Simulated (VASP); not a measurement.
The cell holds one Ta (bcc) (111) slab, with vacuum along c, ions free to move until forces fall under 0.03 eV/Å, no reconstruction beyond this cell, dipole correction on.

Input:

```
CELL_PARAMETERS angstrom
      4.64423     0.00000     0.00000
     -2.32212     4.02202     0.00000
      0.00000     0.00000    24.40712
ATOMIC_POSITIONS crystal
  Ta 0.00000 0.00000 0.33810
  Ta 0.66667 0.33333 0.36876
  Ta 0.33333 0.66667 0.40013
  Ta 0.00000 0.00000 0.44372
  Ta 0.66667 0.33333 0.48249
  Ta 0.33333 0.66667 0.51751
  Ta 0.00000 0.00000 0.55628
  Ta 0.66667 0.33333 0.59987
  Ta 0.33333 0.66667 0.63124
  Ta 0.00000 0.00000 0.66190
```

Calculation: PBEsol GGA, VASP's PBE PAW potentials (set 64) (plane waves; VASP). Numerical set-up: 400 eV cut-off, 7×7×1 Γ-centred mesh, first-order Methfessel-Paxton smearing of 0.10 eV, potentials Ta_pv.

Slab and bulk use different k-meshes, so the surface energy is good to a few per cent at best. Unless said otherwise, spin-orbit coupling is left out, though it shifts the bands of the heavy elements here.

**Question.** Predict its surface energy, work function, band gap (on the k-mesh).

**Answer.** 
| Quantity | Result |
|---|---|
| surface energy | 3.01 J/m² |
| work function | 3.98 eV |
| band gap (on the k-mesh) | none (metal, semimetal or under 0.01 eV) |

The cell is a thin slab with vacuum, built from Ta (bcc): (111) face.
